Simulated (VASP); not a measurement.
Data:

```
CELL_PARAMETERS angstrom
      2.81405     0.00000     0.00000
      0.00000     2.81405     0.00000
      0.00000     0.00000     2.81405
ATOMIC_POSITIONS crystal
  Se 0.00000 0.00000 0.00000
```

Level of theory: r2SCAN meta-GGA with spin-orbit coupling, VASP's PBE PAW potentials (set 64) (plane waves; VASP). Settings: 400 eV cut-off, 12×12×12 Γ-centred mesh, Gaussian smearing of 0.050 eV, potentials Se.

Task: Give the energies of bands 3 to 10 at the high-symmetry points, in eV from the Fermi level.

Result: 
```json
[
 {"band": "3", "Γ": "1.07", "X": "-7.42", "M": "-5.55", "R": "-3.94"},
 {"band": "4", "Γ": "1.07", "X": "-7.42", "M": "-5.55", "R": "-3.94"},
 {"band": "5", "Γ": "1.60", "X": "2.74", "M": "-5.32", "R": "-3.54"},
 {"band": "6", "Γ": "1.60", "X": "2.74", "M": "-5.32", "R": "-3.54"},
 {"band": "7", "Γ": "1.60", "X": "3.15", "M": "3.21", "R": "-3.54"},
 {"band": "8", "Γ": "1.60", "X": "3.15", "M": "3.21", "R": "-3.54"},
 {"band": "9", "Γ": "8.14", "X": "10.33", "M": "4.34", "R": "6.24"},
 {"band": "10", "Γ": "8.14", "X": "10.33", "M": "4.34", "R": "6.24"}
]
```

It has no gap at this level: it comes out as a metal or semimetal.

The structure was generated: Se was put into the simple-cubic type (Pm-3m), which need not be its known phase. It was relaxed first.
